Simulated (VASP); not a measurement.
# Hf7PO16 (a cell with a defect): electric field gradients with PBE

Crystal: Hf7PO16 (a cell with a defect).

```
CELL_PARAMETERS angstrom
0.00000 5.11500 5.11500
5.11500 0.00000 5.11500
5.11500 5.11500 0.00000
ATOMIC_POSITIONS crystal
P 0.00000 0.00000 0.00000
Hf 0.00000 0.00000 0.50000
Hf 0.00000 0.50000 0.00000
Hf 0.00000 0.50000 0.50000
Hf 0.50000 0.00000 0.00000
Hf 0.50000 0.00000 0.50000
Hf 0.50000 0.50000 0.00000
Hf 0.50000 0.50000 0.50000
O 0.12500 0.12500 0.12500
O 0.12500 0.12500 0.62500
O 0.12500 0.62500 0.12500
O 0.12500 0.62500 0.62500
O 0.62500 0.12500 0.12500
O 0.62500 0.12500 0.62500
O 0.62500 0.62500 0.12500
O 0.62500 0.62500 0.62500
O 0.37500 0.37500 0.37500
O 0.37500 0.37500 0.87500
O 0.37500 0.87500 0.37500
O 0.37500 0.87500 0.87500
O 0.87500 0.37500 0.37500
O 0.87500 0.37500 0.87500
O 0.87500 0.87500 0.37500
O 0.87500 0.87500 0.87500
```

| Quantity | Value |
| --- | --- |
| Program | VASP 6.6.1 |
| Task | electric field gradients |
| Functional | PBE |
| Potentials or basis | VASP PAW PBE potentials, release 64 (P, Hf_pv, O) |
| Cutoff | 520 eV |
| k mesh | 3 × 3 × 3 |
| Occupations | fermi-dirac, width 0.01 eV |
| Spin | no spin polarisation |
| Dipole correction | no |
| Charge | 1 |
| Further INCAR settings | LREAL = Auto; ALGO = Normal; EDIFF = 1e-08; NBANDS = 104; NELECT = 170.0 |

| Item | Value |
| --- | --- |
| Largest force | 0.921 eV/Å |
| Band gap on the k mesh | none (metal or under the smearing width) |

Forces on the atoms (eV/Å):
```
P    0.000  0.000  0.000
Hf   0.000  0.000  0.000
Hf   0.000  0.000  0.000
Hf   0.000  0.000  0.000
Hf   0.000  0.000  0.000
Hf   0.000  0.000  0.000
Hf   0.000  0.000  0.000
Hf   0.000  0.000  0.000
O   -0.532 -0.532 -0.532
O    0.532  0.532 -0.532
O    0.532 -0.532  0.532
O    0.174 -0.174 -0.174
O   -0.532  0.532  0.532
O   -0.174  0.174 -0.174
O   -0.174 -0.174  0.174
O    0.174  0.174  0.174
O   -0.174 -0.174 -0.174
O    0.174  0.174 -0.174
O    0.174 -0.174  0.174
O    0.532 -0.532 -0.532
O   -0.174  0.174  0.174
O   -0.532  0.532 -0.532
O   -0.532 -0.532  0.532
O    0.532  0.532  0.532
```

Levels at points of the mesh, in eV from the Fermi level:
```tsv
k point	band 83	band 84	band 85	band 86	band 87	band 88
(0.00, 0.00, 0.00)	-0.28	0.11	0.11	0.14	4.10	4.10
```

Electric field gradients, principal values (V/Å²):
```csv
atom,Vxx,Vyy,Vzz
1 P,0.000,0.000,0.000
2 Hf,8.127,12.885,-21.013
3 Hf,8.127,12.885,-21.013
4 Hf,8.127,12.885,-21.012
5 Hf,8.127,12.885,-21.013
6 Hf,8.127,12.885,-21.012
7 Hf,8.127,12.885,-21.012
8 Hf,0.000,0.000,-0.001
9 O,-39.474,-39.474,78.947
10 O,-39.468,-39.474,78.941
11 O,-39.468,-39.474,78.941
12 O,-7.801,-7.807,15.608
13 O,-39.468,-39.474,78.941
14 O,-7.801,-7.807,15.608
15 O,-7.801,-7.807,15.608
16 O,-7.807,-7.807,15.614
17 O,-7.807,-7.807,15.614
18 O,-7.801,-7.807,15.608
19 O,-7.801,-7.807,15.608
20 O,-39.468,-39.474,78.941
21 O,-7.801,-7.807,15.608
22 O,-39.468,-39.474,78.941
23 O,-39.468,-39.474,78.941
24 O,-39.474,-39.474,78.947
```

It took 7.8 min on 1 thread of Intel(R) Xeon(R) Platinum 8375C CPU @ 2.90GHz (Ice Lake), with other jobs on the host, peak memory 0.43 GiB.

Caveat: the cell carries a net charge on a neutralising background, which shifts energy and pressure; the cell is charged against a uniform background, so pressure and absolute levels hang on convention. Spin-orbit coupling is left out, which matters for the levels of Hf.
